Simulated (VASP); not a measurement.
Calculation: rev-vdW-DF2, VASP's PBE PAW potentials (set 64) (plane waves; VASP 6.6.1).

VASP input:

File POSCAR:
```
CdSe
1
    0.0000000000     3.1390925546     3.1390925546
    3.1390925546     0.0000000000     3.1390925546
    3.1390925546     3.1390925546     0.0000000000
Cd Se
1 1
Direct
  0.0000000000   0.0000000000   0.0000000000
  0.2500000000   0.2500000000   0.2500000000
```

INCAR:
```
ISMEAR=0   # Gaussian
EDIFF=1E-7
LMAXMIX=4   # l cut-off of mixed one-centre charges
ENCUT=520
LASPH=.True.
ZAB_VDW=-1.8867
PREC=Accurate
SYSTEM=CdSe
ALGO=Normal   # blocked Davidson
NELM=100   # most electronic steps
GGA=MK
PARAM1=0.1234568
PARAM2=0.7114
SIGMA=0.05
ISIF=2
AGGAC=0.0
LCHARG=.False.
LREAL=.False.   # projection in real space or not
LWAVE=.False.
LUSE_VDW=.True.
```

**KPOINTS**
```
Automatic mesh
0
Gamma
8 8 8
0 0 0
```

POTCAR, in this order: Cd Se (PBE.64 set). Program: vasp_std.

Task: What will the output report for the number of irreducible k-points (NKPTS), largest plane-wave count, number of space-group operations, FFT grid (NGX, NGY, NGZ)?

Result: 
```
Quantity                                       Value
--------------------------------------  ------------
number of irreducible k-points (NKPTS)            29
largest plane-wave count                        1700
number of space-group operations                  24
FFT grid (NGX, NGY, NGZ)                36 × 36 × 36
```

The compound is CdSe in the zinc blende structure, whereas wurtzite is the usual form. This cell is one point of a volume scan, at 1.06 of the reference volume.
